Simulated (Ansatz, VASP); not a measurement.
## LaC: VASP beside Ansatz

```
CELL_PARAMETERS angstrom
0.00000 2.71658 2.71658
2.71658 0.00000 2.71658
2.71658 2.71658 0.00000
ATOMIC_POSITIONS crystal
La 0.47791 0.52209 0.52209
C 0.00000 0.00000 0.00000
```

Alike in both runs: task single point; functional PBE; k mesh 12 × 12 × 12; occupations gaussian, width 0.05 eV; no spin polarisation.

|  | VASP | Ansatz |
| --- | --- | --- |
| version | VASP 6.6.1 | Ansatz 0.2.0 |
| potentials or method | VASP PAW PBE potentials, release 64 (La, C) | scalar-relativistic, plane waves, PAW |
| plane-wave cutoff (eV) | 520 | 420 |
| valence electrons in the cell | 15 | 15 |

Ansatz gave:

```
gap on the k mesh at the Fermi level (eV)       : none
pressure (GPa)                                  : -0.3
largest component of the traceless stress (GPa) : 0.90
rms of the force components (eV/Å)              : 0.074
```

Q: What did VASP give for the same quantities?

A: gap on the k mesh at the Fermi level (eV): none; pressure (GPa): -0.3; largest component of the traceless stress (GPa): 0.91; rms of the force components (eV/Å): 0.071.

Atom by atom the forces differ by 0.003 eV/Å (rms over components). A gap of «none» marks a metal or a gap that the smearing closes.

Spin-orbit coupling is left out, which matters for the levels of La.
